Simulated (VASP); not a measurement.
These are TPSS meta-GGA, VASP's PBE PAW potentials (set 64) (plane waves; VASP) values and carry that method's errors.

The input files of a VASP run:

KPOINTS:
```
Automatic mesh
0
Gamma
10 10 8
0 0 0
```

### INCAR
```
SYSTEM = HfB2
PREC = Accurate; ENCUT = 520; LREAL = .FALSE.
LASPH = .TRUE.
EDIFF = 1E-6; NELM = 100; ALGO = Normal
LMAXMIX = 6; LMIXTAU = .TRUE.
ISMEAR = 1; SIGMA = 0.1
METAGGA = TPSS
ISIF = 2
LWAVE = .FALSE.; LCHARG = .FALSE.
```

POSCAR:
```
HfB2
1
    1.5695010000    -2.7858320000     0.0000000000
    1.5695010000     2.7858320000     0.0000000000
    0.0000000000     0.0000000000     3.4233860000
Hf B
1 2
Direct
  0.0000000000   0.0000000000   0.0000000000
  0.3333330000   0.6666670000   0.5000000000
  0.6731810000   0.3398470000   0.5000000000
```

POTCAR, in this order: Hf_pv B (PBE.64 set). Program: vasp_std.

The resulting files:

### OUTCAR
```
 ion  position               nearest neighbor table
   1  0.000  0.000  0.000-   3 2.49   3 2.49   2 2.50   2 2.50   2 2.50   2 2.50   3 2.51   3 2.51
                             2 2.53   2 2.53   3 2.53   3 2.53
   2  0.333  0.667  0.500-   3 1.81   3 1.84   3 1.86   1 2.50   1 2.50   1 2.50   1 2.50   1 2.53
                             1 2.53
   3  0.673  0.340  0.500-   2 1.81   2 1.84   2 1.86   1 2.49   1 2.49   1 2.51   1 2.51   1 2.53
                             1 2.53
  LATTYP: Found a base centered orthorhombic cell.
 ALAT       =     3.1390020000
 B/A-ratio  =     1.7749794361
 C/A-ratio  =     1.0905969477
 Subroutine PRICEL returns:
 Original cell was already a primitive cell.
 Subroutine GETGRP returns: Found  2 space group operations
The static configuration has the point symmetry C_1h.
The dynamic configuration has the point symmetry C_1h.
 Subroutine INISYM returns: Found  2 space group operations
 Subroutine IBZKPT returns following result:
 Found    260 irreducible k-points:

 Following reciprocal coordinates:
            Coordinates               Weight
  0.000000  0.000000  0.000000      1.000000
  0.100000  0.000000  0.000000      2.000000
  0.000000  0.100000  0.000000      2.000000
  0.200000  0.000000  0.000000      2.000000
  0.000000  0.200000  0.000000      2.000000
  0.300000  0.000000  0.000000      2.000000
  0.000000  0.300000  0.000000      2.000000
  0.400000  0.000000  0.000000      2.000000
  0.000000  0.400000  0.000000      2.000000
  0.500000  0.000000  0.000000      1.000000
  0.000000  0.500000  0.000000      1.000000
  0.100000  0.100000  0.000000      2.000000
  0.200000  0.100000  0.000000      2.000000
  0.100000  0.200000  0.000000      2.000000
  0.300000  0.100000  0.000000      2.000000
  0.100000  0.300000  0.000000      2.000000
  0.400000  0.100000  0.000000      2.000000
  0.100000  0.400000  0.000000      2.000000
  0.500000  0.100000  0.000000      2.000000
  0.100000  0.500000  0.000000      2.000000
 -0.400000  0.100000  0.000000      2.000000
  0.100000 -0.400000  0.000000      2.000000
 -0.300000  0.100000  0.000000      2.000000
  0.100000 -0.300000  0.000000      2.000000
 -0.200000  0.100000  0.000000      2.000000
  0.100000 -0.200000  0.000000      2.000000
 -0.100000  0.100000  0.000000      2.000000
  0.200000  0.200000  0.000000      2.000000
  0.300000  0.200000  0.000000      2.000000
  0.200000  0.300000  0.000000      2.000000
  0.400000  0.200000  0.000000      2.000000
  0.200000  0.400000  0.000000      2.000000
  0.500000  0.200000  0.000000      2.000000
  0.200000  0.500000  0.000000      2.000000
 -0.400000  0.200000  0.000000      2.000000
  0.200000 -0.400000  0.000000      2.000000
 -0.300000  0.200000  0.000000      2.000000
  0.200000 -0.300000  0.000000      2.000000
 -0.200000  0.200000  0.000000      2.000000
  0.300000  0.300000  0.000000      2.000000
   k-points           NKPTS =    260   k-points in BZ     NKDIM =    260   number of bands    NBANDS=     12
   number of dos      NEDOS =    301   number of ions     NIONS =      3
   total plane-waves  NPLWV =  16128
   dimension x,y,z NGX =    24 NGY =   24 NGZ =   28
   dimension x,y,z NGXF=    48 NGYF=   48 NGZF=   56
   ions per type =               1   2
   PREC   = accura    normal or accurate (medium, high low for compatibility)
   ISTART =      0    job   : 0-new  1-cont  2-samecut
   ICHARG =      2    charge: 1-file 2-atom 10-const
   ISPIN  =      1    spin polarized calculation?
   LNONCOLLINEAR =      F non collinear calculations
   LSORBIT =      F    spin-orbit coupling
   INIWAV =      1    electr: 0-lowe 1-rand  2-diag
...
```

OSZICAR:
```
       N       E                     dE             d eps       ncg     rms          rms(c)
DAV:   1     0.646244342510E+02    0.64624E+02   -0.96305E+03  6248   0.151E+03
DAV:   2    -0.120631444491E+02   -0.76688E+02   -0.71546E+02  8224   0.356E+02
DAV:   3    -0.155959856614E+02   -0.35328E+01   -0.34239E+01  8592   0.589E+01
DAV:   4    -0.156732572408E+02   -0.77272E-01   -0.76950E-01  8252   0.931E+00
DAV:   5    -0.156757128963E+02   -0.24557E-02   -0.24544E-02  8872   0.132E+00    0.645E+01
DAV:   6    -0.306203529677E+02   -0.14945E+02   -0.13770E+01  6240   0.579E+01    0.312E+01
DAV:   7    -0.296140313821E+02    0.10063E+01   -0.46131E+00  7972   0.196E+01    0.138E+01
DAV:   8    -0.304468541094E+02   -0.83282E+00   -0.42321E-01  6804   0.830E+00    0.117E+01
DAV:   9    -0.304204282089E+02    0.26426E-01   -0.47582E-02  7792   0.182E+00    0.488E+00
DAV:  10    -0.305833005516E+02   -0.16287E+00   -0.23501E-01  7764   0.528E+00    0.621E-01
DAV:  11    -0.306220690332E+02   -0.38768E-01   -0.23987E-02  6888   0.191E+00    0.117E+00
DAV:  12    -0.306237569282E+02   -0.16879E-02   -0.13365E-03  7616   0.486E-01    0.103E-01
DAV:  13    -0.306244829703E+02   -0.72604E-03   -0.86406E-04  6736   0.352E-01    0.121E-01
DAV:  14    -0.306252732336E+02   -0.79026E-03   -0.34682E-04  6788   0.259E-01    0.709E-02
DAV:  15    -0.306253450849E+02   -0.71851E-04   -0.20512E-05  7464   0.637E-02    0.439E-03
DAV:  16    -0.306253469393E+02   -0.18544E-05   -0.14958E-06  5772   0.137E-02    0.753E-03
DAV:  17    -0.306253482032E+02   -0.12640E-05   -0.55286E-07  3996   0.779E-03    0.270E-03
DAV:  18    -0.306253483271E+02   -0.12386E-06   -0.95558E-08  3772   0.272E-03
   1 F= -.30625348E+02 E0= -.30625350E+02  d E =0.614042E-05
```

### OUTCAR
```
------------------------ aborting loop because EDIFF is reached ----------------------------------------
  FORCE on cell =-STRESS in cart. coord.  units (eV):
  Direction    XX          YY          ZZ          XY          YZ          ZX
  --------------------------------------------------------------------------------------
  Total       -0.2116030     -2.5983899      0.4644547      0.0134981      0.0000000      0.0000000
  in kB      -11.3247868   -139.0632965     24.8571656      0.7224038      0.0000000      0.0000000
  external PRESSURE =     -41.8436393 kB  Pullay stress =       0.0000000 kB
  volume of cell :       29.94
      direct lattice vectors                 reciprocal lattice vectors
     1.569501000 -2.785832000  0.000000000     0.318572591 -0.179479595  0.000000000
     1.569501000  2.785832000  0.000000000     0.318572591  0.179479595  0.000000000
     0.000000000  0.000000000  3.423386000     0.000000000  0.000000000  0.292108456
 POSITION                                       TOTAL-FORCE (eV/Angst)
 -----------------------------------------------------------------------------------
      0.00000      0.00000      0.00000         0.152436      0.002052      0.000000
      1.56950      0.92861      1.71169         0.168013      0.047100      0.000000
      1.58995     -0.92861      1.71169        -0.320449     -0.049152      0.000000
 -----------------------------------------------------------------------------------
    total drift:                               -0.000002     -0.000000      0.000000
  FREE ENERGIE OF THE ION-ELECTRON SYSTEM (eV)
  ---------------------------------------------------
  free  energy   TOTEN  =       -30.6253483271 eV

  energy  without entropy=      -30.6253544675  energy(sigma->0) =      -30.62535037
```
(Selected blocks of OUTCAR.)

The compound is HfB2 in the AlB2 type structure. The cell was not relaxed at this level, atoms are displaced from their ideal sites. The run is one of a series of settings (GGA removed, LMIXTAU = .TRUE., METAGGA = TPSS against the base run), some of them coarse on purpose.
